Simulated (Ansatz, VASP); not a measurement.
# Sc3Ge: VASP beside Ansatz

```
Sc Ge
1.0
     4.36056    0.00000    0.00000
     0.00000    4.36056    0.00000
     0.00000    0.00000    4.36056
Sc Ge
3 1
Direct
  0.00000 0.50000 0.50000
  0.50000 0.00000 0.50000
  0.50000 0.50000 0.00000
  0.00000 0.00000 0.00000
```

Alike in both runs: functional PBE; k mesh 4 × 4 × 4; occupations gaussian, width 0.1 eV; no spin polarisation.

Ansatz relaxed the structure, and its values are those at the end. VASP's run is a single point on that final structure, the one shown.

```csv
,VASP,Ansatz
version,VASP 6.6.1,Ansatz 0.2.0
potentials or method,"VASP PAW PBE potentials, release 64 (Sc_sv, Ge_d)","scalar-relativistic, plane waves, PAW"
plane-wave cutoff (eV),520,420
valence electrons in the cell,47,47
```

|  | VASP | Ansatz | Ansatz less VASP |
| --- | --- | --- | --- |
| gap on the k mesh at the Fermi level (eV) | none | none | - |
| pressure (GPa) | -0.2 | -0.3 | -0.08 |

A gap of «none» marks a metal or a gap that the smearing closes. With one functional, cell and mesh, what is left measures potentials, basis and numerics.

Caveats: the k mesh is coarse (spacing up to 0.36 Å⁻¹), so the values aren't converged.
